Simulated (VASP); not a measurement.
Crystal: Re.

```
CELL_PARAMETERS angstrom
2.77287 0.00000 0.00000
-1.38643 2.40137 0.00000
0.00000 0.00000 4.48446
ATOMIC_POSITIONS crystal
Re 0.33333 0.66667 0.25000
Re 0.66667 0.33333 0.75000
```

The cell was built by a generator and needn't be a form met in nature.

Base run:

| Item | Value |
| --- | --- |
| Program | VASP 6.6.1 |
| Functional | PBEsol |
| Potentials or basis | VASP PAW PBE potentials, release 64 (Re) |
| Cutoff | 520 eV |
| k mesh | 18 × 18 × 12 |
| Occupations | methfessel-paxton, width 0.1 eV |
| Spin | no spin polarisation |

Its results: band gap on the k mesh none (metal or under the smearing width); pressure -9.7 GPa.

Question: The run is repeated on the same cell with these changes: functional from PBEsol to PBE; k mesh from 18 × 18 × 12 to 12 × 12 × 8. What comes out?

Answer: Band gap on the k mesh none (metal or under the smearing width); pressure -0.1 GPa.

Several settings changed at once, so the effect can't be laid on one alone.

Caveats: the PAW data sets were made with another functional, which shifts forces and pressure a little (some runs).
